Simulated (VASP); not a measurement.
```
AuPd
1.0
    1.39685     0.80647     4.53882
   -1.39685     0.80647     4.53882
    0.00000    -1.61294     4.53882
Pd Au
1 1
Direct
  0.50000   0.50000   0.50000
  0.00000   0.00000   0.00000
```

Level of theory: LDA (Ceperley-Alder, Perdew-Zunger), VASP's LDA PAW potentials (set 64) (plane waves; VASP). Settings: 400 eV cut-off, Gaussian smearing of 0.050 eV, potentials Pd Au.

Give the energies of bands 1 to 13 at the high-symmetry points, in eV from the Fermi level.

```
band      Γ      T     H2      L     S0      F
----  -----  -----  -----  -----  -----  -----
1     -9.11  -8.19  -5.62  -6.64  -5.57  -7.01
2     -6.36  -5.59  -5.25  -5.45  -5.10  -6.43
3     -4.46  -4.48  -5.03  -4.46  -4.97  -5.73
4     -4.46  -4.31  -4.67  -3.90  -4.79  -3.91
5     -3.37  -4.31  -4.27  -3.88  -4.36  -3.35
6     -3.37  -3.04  -2.60  -3.16  -2.64  -1.31
7     -3.31  -2.57  -2.01  -2.60  -2.03  -0.70
8     -1.77  -2.57  -1.82  -1.55  -1.72  -0.33
9     -1.77  -2.40  -1.00  -1.29  -1.08  -0.06
10    -0.37  -2.40  -0.44   0.11  -0.51  -0.05
11    -0.37  -1.02   4.46   2.39   4.27   0.15
12     0.11  -1.02   5.37   2.75   5.17   2.35
13     5.87  13.25   5.60   7.43   6.17   5.12
```

It has no gap at this level: it comes out as a metal or semimetal.

The structure comes from a computed database's PdAu entry (R-3m); how it stands against other phases isn't given here. It was relaxed first, which changed the volume by -6 %. The electron count is odd and the run is not spin-polarised, which forces a metal.
